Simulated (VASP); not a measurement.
OSZICAR of a VASP run on MoSeS (space group P-3m1):

**OSZICAR**
```
       N       E                     dE             d eps       ncg     rms          rms(c)
DAV:   1     0.318271701152E+03    0.31827E+03   -0.26547E+04  1168   0.131E+03
DAV:   2    -0.972037707431E+02   -0.41548E+03   -0.40574E+03  1252   0.357E+02
DAV:   3    -0.119899715169E+03   -0.22696E+02   -0.22557E+02  1263   0.732E+01
DAV:   4    -0.120390995925E+03   -0.49128E+00   -0.48958E+00  1183   0.104E+01
DAV:   5    -0.120403980260E+03   -0.12984E-01   -0.12972E-01  1310   0.161E+00    0.333E+01
DAV:   6    -0.110916309338E+03    0.94877E+01   -0.21716E+01  1150   0.308E+01    0.103E+01
DAV:   7    -0.106531821487E+03    0.43845E+01   -0.73071E+00  1107   0.135E+01    0.594E+00
DAV:   8    -0.104529680618E+03    0.20021E+01   -0.19610E+00  1294   0.804E+00    0.332E+00
DAV:   9    -0.103458018812E+03    0.10717E+01   -0.20870E-01  1197   0.316E+00    0.152E+00
DAV:  10    -0.102478038737E+03    0.97998E+00   -0.29802E-01  1301   0.383E+00    0.423E-01
DAV:  11    -0.102169412297E+03    0.30863E+00   -0.30689E-02  1153   0.113E+00    0.450E-01
DAV:  12    -0.102049139677E+03    0.12027E+00   -0.57123E-02  1097   0.163E+00    0.291E-01
DAV:  13    -0.101649986897E+03    0.39915E+00   -0.16155E-01  1076   0.237E+00    0.182E-01
DAV:  14    -0.101653889386E+03   -0.39025E-02   -0.20566E-03  1312   0.200E-01    0.223E-01
DAV:  15    -0.101654043920E+03   -0.15453E-03   -0.34213E-05  1094   0.248E-02    0.221E-01
DAV:  16    -0.101698005238E+03   -0.43961E-01   -0.40320E-03  1146   0.449E-01    0.201E-01
DAV:  17    -0.101731845887E+03   -0.33841E-01   -0.12676E-01  1013   0.233E+00    0.353E-01
DAV:  18    -0.101902567974E+03   -0.17072E+00   -0.77338E-02  1006   0.194E+00    0.513E-01
DAV:  19    -0.101901429979E+03    0.11380E-02   -0.22905E-03  1282   0.234E-01    0.419E-01
DAV:  20    -0.101895770097E+03    0.56599E-02   -0.11882E-03  1125   0.184E-01    0.434E-01
DAV:  21    -0.101898008641E+03   -0.22385E-02   -0.29988E-04  1254   0.902E-02    0.446E-01
DAV:  22    -0.101905686552E+03   -0.76779E-02   -0.15911E-02  1127   0.674E-01    0.324E-01
DAV:  23    -0.101906159950E+03   -0.47340E-03   -0.34152E-03  1403   0.283E-01    0.410E-01
DAV:  24    -0.101906790987E+03   -0.63104E-03   -0.23141E-04  1063   0.908E-02    0.411E-01
DAV:  25    -0.101906854545E+03   -0.63558E-04   -0.12188E-04  1380   0.575E-02    0.390E-01
DAV:  26    -0.101905819481E+03    0.10351E-02   -0.52133E-04  1292   0.125E-01    0.386E-01
DAV:  27    -0.101906850956E+03   -0.10315E-02   -0.73382E-04  1062   0.173E-01    0.457E-01
DAV:  28    -0.101907101343E+03   -0.25039E-03   -0.13956E-04  1135   0.614E-02    0.518E-01
DAV:  29    -0.101907088265E+03    0.13078E-04   -0.59426E-06  1078   0.114E-02    0.517E-01
DAV:  30    -0.101907148544E+03   -0.60280E-04   -0.39907E-06  1046   0.112E-02    0.528E-01
DAV:  31    -0.101907095112E+03    0.53433E-04   -0.66219E-05  1254   0.405E-02    0.502E-01
DAV:  32    -0.101906944910E+03    0.15020E-03   -0.50674E-05  1140   0.321E-02    0.479E-01
DAV:  33    -0.101906741765E+03    0.20314E-03   -0.78382E-05  1204   0.436E-02    0.402E-01
DAV:  34    -0.101906347032E+03    0.39473E-03   -0.29319E-04  1259   0.856E-02    0.256E-01
DAV:  35    -0.101906321570E+03    0.25463E-04   -0.47611E-04  1319   0.115E-01    0.180E-01
DAV:  36    -0.101906251025E+03    0.70544E-04   -0.12753E-04  1056   0.547E-02    0.176E-01
DAV:  37    -0.101906234597E+03    0.16428E-04   -0.59213E-05  1039   0.475E-02    0.138E-01
DAV:  38    -0.101906203655E+03    0.30942E-04   -0.56336E-05  1132   0.400E-02    0.766E-02
DAV:  39    -0.101906190953E+03    0.12702E-04   -0.17631E-05   979   0.292E-02    0.579E-02
DAV:  40    -0.101906195963E+03   -0.50097E-05   -0.38639E-06  1053   0.111E-02    0.459E-02
DAV:  41    -0.101906198548E+03   -0.25852E-05   -0.11498E-05  1006   0.215E-02    0.232E-02
DAV:  42    -0.101906198576E+03   -0.28660E-07   -0.46945E-06  1069   0.111E-02
   1 F= -.10190620E+03 E0= -.10190620E+03  d E =-.101906E+03
       N       E                     dE             d eps       ncg     rms          rms(c)
DAV:   1    -0.101905846322E+03    0.35223E-03   -0.31072E-01   992   0.435E+00    0.396E-01
DAV:   2    -0.101905924504E+03   -0.78182E-04   -0.20538E-02  1226   0.964E-01    0.172E-01
DAV:   3    -0.101905691711E+03    0.23279E-03   -0.23695E-03  1271   0.276E-01    0.860E-02
DAV:   4    -0.101905882572E+03   -0.19086E-03   -0.29701E-04  1174   0.101E-01    0.368E-02
DAV:   5    -0.101906062213E+03   -0.17964E-03   -0.11055E-04  1145   0.790E-02    0.144E-02
DAV:   6    -0.101906100519E+03   -0.38306E-04   -0.17895E-05  1227   0.283E-02    0.876E-03
DAV:   7    -0.101906113703E+03   -0.13184E-04   -0.83677E-06  1100   0.204E-02    0.354E-03
DAV:   8    -0.101906129109E+03   -0.15405E-04   -0.79628E-06   983   0.208E-02    0.175E-03
DAV:   9    -0.101906129499E+03   -0.38984E-06   -0.10596E-06   706   0.758E-03
   2 F= -.10190613E+03 E0= -.10190613E+03  d E =0.690778E-04
       N       E                     dE             d eps       ncg     rms          rms(c)
DAV:   1    -0.101906401218E+03   -0.27211E-03   -0.86345E-02   992   0.230E+00    0.205E-01
DAV:   2    -0.101906434660E+03   -0.33442E-04   -0.56370E-03  1226   0.507E-01    0.885E-02
DAV:   3    -0.101906367932E+03    0.66728E-04   -0.63047E-04  1278   0.143E-01    0.448E-02
DAV:   4    -0.101906420628E+03   -0.52697E-04   -0.80999E-05  1174   0.532E-02    0.191E-02
DAV:   5    -0.101906463511E+03   -0.42883E-04   -0.28819E-05  1159   0.401E-02    0.739E-03
DAV:   6    -0.101906471031E+03   -0.75202E-05   -0.48737E-06  1091   0.147E-02    0.449E-03
DAV:   7    -0.101906475164E+03   -0.41324E-05   -0.21809E-06   802   0.107E-02    0.195E-03
DAV:   8    -0.101906477188E+03   -0.20246E-05   -0.19426E-06   753   0.109E-02    0.661E-04
DAV:   9    -0.101906478111E+03   -0.92251E-06   -0.30446E-07   636   0.390E-03
   3 F= -.10190648E+03 E0= -.10190648E+03  d E =-.279534E-03
```

Task: Which electronic solver shows in the log?

Result: It is blocked Davidson (ALGO = Normal, or the opening steps of other solvers). The INCAR had ALGO = Normal.

Task: Can the final energy be trusted as converged?

Result: The run converged. It stopped with EDIFF = 1E-6, NELM = 100, NSW = 60 and EDIFFG = -0.02 after 3 ionic steps (r2SCAN meta-GGA, plane waves, VASP's PBE PAW potentials (set 64)).

The structure comes from a computed database's MoSeS entry (P-3m1); how it stands against other phases isn't given here. This run relaxes it. Symmetry was kept, so distortions that lower it aren't found. The start is the result of an earlier pass.
